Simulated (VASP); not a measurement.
Data:

```
TiSe2
1.0
    1.77294    -3.07083     0.00000
    1.77294     3.07083     0.00000
    0.00000     0.00000     6.75336
Ti Se
1 2
Cartesian
  0.00000   0.00000   6.75336
  1.77294   1.02361   1.54557
  1.77294  -1.02361   5.20779
```

The numbers are results of PW91 GGA, VASP's PBE PAW potentials (set 64) (plane waves; VASP), not measurements. Numerical set-up: 520 eV cut-off, 11×11×5 Γ-centred mesh, tetrahedra with Blöchl corrections, potentials Ti_sv Se.

The cores are frozen, which limits the accuracy of field gradients. Without a dispersion term in the relaxation, distances and binding between the weakly bound layers, chains or molecules are unreliable, and so is what depends on them.

**Question.** Give the principal components of the electric field gradient (V/Å²) and the asymmetry η at each nucleus.

**Answer.** 
| atom | Vxx | Vyy | Vzz | η |
|---|---|---|---|---|
| Ti1 | 12.2 | 12.2 | -24.3 | 0.00 |
| Se2 | 26.3 | 26.3 | -52.6 | 0.00 |
| Se3 | 26.3 | 26.3 | -52.6 | 0.00 |

The compound is TiSe2 in the 1T layered structure. It was relaxed first, which changed the volume by +13 %.
